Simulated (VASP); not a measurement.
A convergence study with VASP on CaO (rock salt): one setting is varied, all else stays as given below, so the limit is that of these other settings. Each run relaxes cell and ions from the cell shown.

```
CELL_PARAMETERS angstrom
      0.00000     2.40500     2.40500
      2.40500     0.00000     2.40500
      2.40500     2.40500     0.00000
ATOMIC_POSITIONS crystal
  Ca 0.00000 0.00000 0.00000
  O  0.50000 0.50000 0.50000
```

All values below come from PBE GGA, VASP's PBE PAW potentials (set 64) (plane waves; VASP). The tightest run used: 700 eV cut-off, 14×14×14 Γ-centred mesh, Gaussian smearing of 0.050 eV, potentials Ca_sv O.

Gaps are read on the run's mesh, which can miss a band edge.

```
setting     relaxed volume (Å³/atom)  E (eV/atom)  gap on the mesh (eV)  irreducible k-points
----------  ------------------------  -----------  --------------------  --------------------
2×2×2 mesh                    14.348      -6.2497                 3.383                     3
3×3×3 mesh                    14.177      -6.3900                 4.094                     4
4×4×4 mesh                    14.153      -6.4028                 3.637                     8
```

### Question
These are the cheaper rows. Estimate the results at 14×14×14 mesh, and how far the last row shown lies from them.

### Answer

```json
[
 {"quantity": "relaxed volume (Å³/atom)", "tightest run": "14.148", "last row shown is off by": "0.004"},
 {"quantity": "E (eV/atom)", "tightest run": "-6.4048", "last row shown is off by": "0.0020"},
 {"quantity": "gap on the mesh (eV)", "tightest run": "3.643", "last row shown is off by": "-0.007"}
]
```

Left out are rungs that failed or repeat a setting and relaxations that didn't move; long series are thinned to 24 rows.

The compound is CaO in the rock salt structure.
